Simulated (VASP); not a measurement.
Data:

```xyz
2
Lattice="0.0000 2.6366 2.6366 2.6366 0.0000 2.6366 2.6366 2.6366 0.0000" Properties=species:S:1:pos:R:3 pbc="T T T"
K      0.0000     0.0000     0.0000
F      2.6366     2.6366     2.6366
```

Calculation: LDA (Ceperley-Alder, Perdew-Zunger), VASP's LDA PAW potentials (set 64) (plane waves; VASP). Numerical set-up: 520 eV cut-off, 9×9×9 Γ-centred mesh, Gaussian smearing of 0.050 eV, potentials K_sv F.

Problem. Predict the energy per atom (σ→0), pressure, band gap (on the k-mesh) with the smallest direct gap where there is one.

Solution. 
```yaml
band gap (on the k-mesh): 6.00 eV
smallest direct gap (on the k-mesh): 6.00 eV
energy per atom (σ→0): -4.529 eV/atom
pressure: -22.3 kbar
```

The absolute energy has meaning only against runs of the same code, potentials and settings.

The compound is KF in the rock salt structure. This cell is one point of a volume scan, at 1.06 of the reference volume.
